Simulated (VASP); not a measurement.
Calculation: PBE GGA, VASP's PBE PAW potentials (set 64) (plane waves; VASP 6.6.1).

VASP ran on this input.

### INCAR
```
NBANDS = 11
SIGMA = 0.1   ! width (eV)
NELM = 100   ! most electronic steps
ENCUT = 520
GGA = PE   ! PBE
EDIFF = 1E-6
ISMEAR = 1   ! Methfessel-Paxton
LASPH = .True.   ! aspherical one-centre terms
PREC = Accurate
SYSTEM = TiB2
ALGO = Normal
ISIF = 2   ! forces and stress, cell fixed
LREAL = .False.   ! projection in real space or not
LCHARG = .False.
LWAVE = .False.
LMAXMIX = 4   ! l cut-off of mixed one-centre charges
```

### KPOINTS
```
Automatic
0
Gamma
10 10 9
0 0 0
```

File POSCAR:
```
TiB2
1
    1.5276560000    -2.6027400000     0.0000000000
    1.5276560000     2.6027400000     0.0000000000
    0.0000000000     0.0000000000     3.1789610000
Ti B
1 2
Direct
  0.0000000000   0.0000000000   0.0000000000
  0.3333330000   0.6666670000   0.5000000000
  0.6855250000   0.3521910000   0.5000000000
```

POTCAR, in this order: Ti_sv B (PBE.64 set). Program: vasp_std.

Task: Predict the energy per atom (σ→0), pressure, largest force, band gap (on the k-mesh).

Result: 
The energy per atom (σ→0) is -8.126 eV/atom, the band gap (on the k-mesh) is none (metal, semimetal or under 0.01 eV) and the pressure comes out as 4.27 GPa. The largest force is 1.074 eV/Å.

**OSZICAR**
```
...
DAV:   7    -0.243708945589E+02   -0.34318E-01   -0.15470E+00  7043   0.170E+01    0.317E+00
DAV:   8    -0.243795141477E+02   -0.86196E-02   -0.11947E-01  8526   0.384E+00    0.314E-01
DAV:   9    -0.243788308867E+02    0.68326E-03   -0.14390E-02  6983   0.116E+00    0.141E-01
DAV:  10    -0.243788223017E+02    0.85850E-05   -0.12264E-03  7004   0.525E-01    0.666E-02
DAV:  11    -0.243788113046E+02    0.10997E-04   -0.19630E-04  7656   0.161E-01    0.129E-02
DAV:  12    -0.243788067245E+02    0.45800E-05   -0.29794E-05  7122   0.645E-02    0.264E-03
DAV:  13    -0.243788067923E+02   -0.67844E-07   -0.87051E-07  4845   0.129E-02
   1 F= -.24378807E+02 E0= -.24378624E+02  d E =-.548776E-03
```

The compound is TiB2 in the AlB2 type structure. The cell was not relaxed at this level, atoms are displaced from their ideal sites. The run is one of a series of settings (NBANDS = 11 against the base run), some of them coarse on purpose.
